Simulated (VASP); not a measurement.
The system is SeH2, in a box.

```xyz
3
Lattice="12.4611 0.0000 0.0000 0.0000 12.9611 0.0000 0.0000 0.0000 13.4611" Properties=species:S:1:pos:R:3 pbc="T T T"
Se    6.5543    6.5926    6.1476
H     6.3600    5.4935    7.1210
H     5.7399    7.4983    6.9901
```

Base run:

| Item | Value |
| --- | --- |
| Program | VASP 6.6.1 |
| Functional | RPBE |
| Potentials or basis | VASP PAW PBE potentials, release 64 (Se, H) |
| Cutoff | 400 eV |
| k mesh | 1 × 1 × 1 |
| Occupations | gaussian, width 0.01 eV |
| Spin | no spin polarisation |

Its results: gap between the frontier levels 4.72 eV; largest force 0.065 eV/Å.

Problem. The run is repeated on the same cell with these changes: functional from RPBE to PBE. What comes out?

Solution. Gap between the frontier levels 4.79 eV; largest force 0.019 eV/Å.

Caveats: the PAW data sets were made with another functional, which shifts forces and pressure a little (some runs).

